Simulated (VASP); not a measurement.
Given:

```xyz
3
Lattice="0.0000 2.9714 2.9714 2.9714 0.0000 2.9714 2.9714 2.9714 0.0000" Properties=species:S:1:pos:R:3 pbc="T T T"
Al     1.4857     1.4857     1.4857
Al     4.4571     4.4571     4.4571
Pt     0.0000     0.0000     0.0000
```

All values below come from PBE GGA with spin-orbit coupling, VASP's PBE PAW potentials (set 64) (plane waves; VASP 6.6.1). Run with 400 eV cut-off, 8×8×8 Γ-centred mesh, Gaussian smearing of 0.050 eV, potentials Al Pt.

**Question.** Give the energies of bands 9 to 22 at the high-symmetry points, in eV from the Fermi level.

**Answer.** 
```
band      Γ      X      U      L      W
----  -----  -----  -----  -----  -----
9     -3.45  -3.63  -3.71  -4.13  -3.67
10    -3.45  -3.63  -3.71  -4.13  -3.67
11    -3.45  -3.07  -3.55  -3.10  -3.40
12    -3.45  -3.07  -3.55  -3.10  -3.40
13     2.88  -2.88  -2.87  -3.04  -2.61
14     2.88  -2.88  -2.87  -3.04  -2.61
15     2.93  -1.73  -1.85   0.76  -2.47
16     2.93  -1.73  -1.85   0.76  -2.47
17     4.24  -1.34  -0.55   1.31  -0.80
18     4.24  -1.34  -0.55   1.31  -0.80
19     4.24   3.11   3.30   3.79   5.11
20     4.24   3.11   3.30   3.79   5.11
21     5.23   3.42   5.42   4.92   5.25
22     5.23   3.42   5.42   4.92   5.25
```

It has no gap at this level: it comes out as a metal or semimetal.

The compound is PtAl2 in the fluorite structure. It was relaxed first.
